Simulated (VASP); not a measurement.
Method: PBE GGA, VASP's PBE PAW potentials (set 64) (plane waves; VASP).

The input files of a VASP run:

### KPOINTS
```
Automatic
0
gamma
  8 8 5
```

INCAR:
```
# general
SYSTEM   =  ZnO
PREC     =  Accurate
ENCUT    =  620
LREAL    =  .False.
LASPH    =  .True.

# electronic loop
EDIFF    =  1E-6
NELM     =  100
ALGO     =  Normal
LMAXMIX  =  4

# smearing
ISMEAR   =  0
SIGMA    =  0.05

# functional
GGA      =  PE

# ions
IBRION   =  2
NSW      =  40
ISIF     =  3
EDIFFG   =  -0.02
PSTRESS  =  100

# output
LWAVE    =  .False.
LCHARG   =  .False.
```

File POSCAR:
```
ZnO
1
    1.6068065293    -2.7830709983     0.0000000000
    1.6068065293     2.7830709983     0.0000000000
    0.0000000000     0.0000000000     5.1841592695
Zn O
2 2
Direct
  0.6666670000   0.3333330000   0.5013699865
  0.3333330000   0.6666670000   0.0013699865
  0.6666670000   0.3333330000   0.8806300135
  0.3333330000   0.6666670000   0.3806300135
```

POTCAR, in this order: Zn O (PBE.64 set). Program: vasp_std.

Output of the run:

OUTCAR:
```
 ion  position               nearest neighbor table
   1  0.667  0.333  0.501-   4 1.96   4 1.96   4 1.96   3 1.97
   2  0.333  0.667  0.001-   3 1.96   3 1.96   3 1.96   4 1.97
   3  0.667  0.333  0.881-   2 1.96   2 1.96   2 1.96   1 1.97
   4  0.333  0.667  0.381-   1 1.96   1 1.96   1 1.96   2 1.97
  LATTYP: Found a hexagonal cell.
 ALAT       =     3.2136134497
 C/A-ratio  =     1.6131869469
 Subroutine PRICEL returns:
 Original cell was already a primitive cell.
 Subroutine GETGRP returns: Found 12 space group operations
The static configuration has the point symmetry C_3v.
 The point group associated with its full space group is C_6v.
The dynamic configuration has the point symmetry C_3v.
 Subroutine INISYM returns: Found 12 space group operations
 Subroutine IBZKPT returns following result:
 Found     30 irreducible k-points:

 Following reciprocal coordinates:
            Coordinates               Weight
  0.000000  0.000000  0.000000      1.000000
  0.125000  0.000000  0.000000      6.000000
  0.250000  0.000000  0.000000      6.000000
  0.375000 -0.000000  0.000000      6.000000
  0.500000  0.000000  0.000000      3.000000
  0.125000  0.125000  0.000000      6.000000
  0.250000  0.125000  0.000000     12.000000
  0.375000  0.125000  0.000000     12.000000
  0.250000  0.250000  0.000000      6.000000
  0.375000  0.250000  0.000000      6.000000
  0.000000  0.000000  0.200000      2.000000
  0.125000  0.000000  0.200000     12.000000
  0.250000  0.000000  0.200000     12.000000
  0.375000 -0.000000  0.200000     12.000000
  0.500000  0.000000  0.200000      6.000000
  0.125000  0.125000  0.200000     12.000000
  0.250000  0.125000  0.200000     24.000000
  0.375000  0.125000  0.200000     24.000000
  0.250000  0.250000  0.200000     12.000000
  0.375000  0.250000  0.200000     12.000000
...
```

**OSZICAR**
```
       N       E                     dE             d eps       ncg     rms          rms(c)
DAV:   1     0.315415622740E+03    0.31542E+03   -0.20959E+04  1328   0.271E+03
DAV:   2     0.128073399761E+02   -0.30261E+03   -0.29121E+03  1398   0.485E+02
DAV:   3    -0.203152168055E+02   -0.33123E+02   -0.32831E+02  1542   0.167E+02
DAV:   4    -0.210042789658E+02   -0.68906E+00   -0.68819E+00  1476   0.249E+01
DAV:   5    -0.210095492797E+02   -0.52703E-02   -0.52701E-02  1506   0.215E+00    0.157E+01
DAV:   6    -0.176211897589E+02    0.33884E+01   -0.11582E+01  2244   0.721E+01    0.978E+00
DAV:   7    -0.177988037312E+02   -0.17761E+00   -0.26708E+00  1358   0.195E+01    0.576E+00
DAV:   8    -0.178223982481E+02   -0.23595E-01   -0.76070E-01  1992   0.919E+00    0.178E+00
DAV:   9    -0.177620214517E+02    0.60377E-01   -0.18097E-01  2124   0.797E+00    0.319E-01
DAV:  10    -0.177656744244E+02   -0.36530E-02   -0.54316E-02  1332   0.175E+00    0.166E-01
DAV:  11    -0.177655330053E+02    0.14142E-03   -0.18672E-03  1938   0.755E-01    0.409E-02
DAV:  12    -0.177655933563E+02   -0.60351E-04   -0.25922E-04  1818   0.371E-01    0.309E-02
DAV:  13    -0.177655909953E+02    0.23611E-05   -0.37667E-05  1664   0.145E-01    0.123E-02
DAV:  14    -0.177655919413E+02   -0.94601E-06   -0.15723E-05  1404   0.333E-02    0.549E-03
DAV:  15    -0.177655913118E+02    0.62948E-06   -0.18594E-06  1060   0.136E-02
   1 F= -.14871677E+02 E0= -.14871677E+02  d E =-.148717E+02
```

### OUTCAR
```
------------------------ aborting loop because EDIFF is reached ----------------------------------------
  FORCE on cell =-STRESS in cart. coord.  units (eV):
  Direction    XX          YY          ZZ          XY          YZ          ZX
  --------------------------------------------------------------------------------------
  Total        2.9268335      2.9268345      2.9090064      0.0000000      0.0000000      0.0000000
  in kB      101.1375436    101.1375764    100.5215215      0.0000000      0.0000000      0.0000000
  external PRESSURE =       0.9322138 kB  Pullay stress =     100.0000000 kB
  volume of cell :       46.37
      direct lattice vectors                 reciprocal lattice vectors
     1.606806529 -2.783070998  0.000000000     0.311176231 -0.179657652  0.000000000
     1.606806529  2.783070998  0.000000000     0.311176231  0.179657652  0.000000000
     0.000000000  0.000000000  5.184159270     0.000000000  0.000000000  0.192895308
  FREE ENERGIE OF THE ION-ELECTRON SYSTEM (eV)
  ---------------------------------------------------
  free  energy   TOTEN  =       -17.7655913118 eV

  energy  without entropy=      -17.7655913118  energy(sigma->0) =      -17.76559131
  enthalpy is  TOTEN    =       -14.8716773014 eV   P V=        2.8939140104

 reached required accuracy - stopping structural energy minimisation
```
(Selected blocks of OUTCAR.)

The compound is ZnO in the wurtzite structure. It was relaxed first under an external pressure of 10 GPa.
